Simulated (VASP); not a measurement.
An input for Ansatz (written as the equivalent of a VASP run, and not itself run):

Ansatz 0.2 input:
```yaml
crystal:
  lattice:
    - [1.5773694, -2.7320844, 0.0000000]
    - [1.5773694, 2.7320844, 0.0000000]
    - [0.0000000, 0.0000000, 3.5119726]
  atoms:
    - { symbol: Zr, position: [0.0000000, 0.0000000, 0.0000000] }
    - { symbol: B, position: [0.3333330, 0.6666670, 0.5000000] }
    - { symbol: B, position: [0.6666670, 0.3333330, 0.5000000] }
kpoints:
  mp_grid: { grid: [10, 10, 8] }
hamiltonian:
  xc: r2scan
  dispersion: rvv10
  pseudopotentials: { kind: paw }
scf:
  occupations: { method: methfessel_paxton, width: 0.1 }
  max_iter: 100
relax:
  max_steps: 60
  f_tol: 0.02
  cell: {}
output: { forces: true, stress: true, eigenvalues: true }
```

Problem. Translate this input to VASP (INCAR, KPOINTS, POSCAR, choice of POTCAR).

Solution. One answer among several that fit: 
File POSCAR:
```
ZrB2
1
    1.5773694155    -2.7320844331    -0.0000000000
    1.5773694155     2.7320844331     0.0000000000
   -0.0000000000    -0.0000000000     3.5119726413
Zr B
1 2
Direct
  0.0000000000   0.0000000000   0.0000000000
  0.3333330000   0.6666670000   0.5000000000
  0.6666670000   0.3333330000   0.5000000000
```

**INCAR**
```
SYSTEM = ZrB2
PREC = Accurate
ENCUT = 520
EDIFF = 1E-6
NELM = 100
ALGO = Normal
LREAL = .FALSE.
LASPH = .TRUE.
ISMEAR = 1
SIGMA = 0.1
METAGGA = R2SCAN
LUSE_VDW = .TRUE.
BPARAM = 11.95
CPARAM = 0.0093
LMIXTAU = .TRUE.
LMAXMIX = 4
LWAVE = .FALSE.
LCHARG = .FALSE.
IBRION = 2
ISIF = 3
NSW = 60
EDIFFG = -0.02
```

**KPOINTS**
```
kpoints
0
gamma
  10 10 8
0 0 0
```

POTCAR, in this order: Zr_sv B (PBE.64 set). Program: vasp_std.

Limits of the translation: each code has its own PAW files, so the cut-off isn't converted (ENCUT is set for VASP's; basis.ecutwfc is left out, and Ansatz then takes the one that its files recommend); Ansatz stops its SCF on the density residual and VASP on the energy change (EDIFF).

The compound is ZrB2 in the AlB2 type structure. This run relaxes it. Symmetry was kept, so distortions that lower it aren't found.
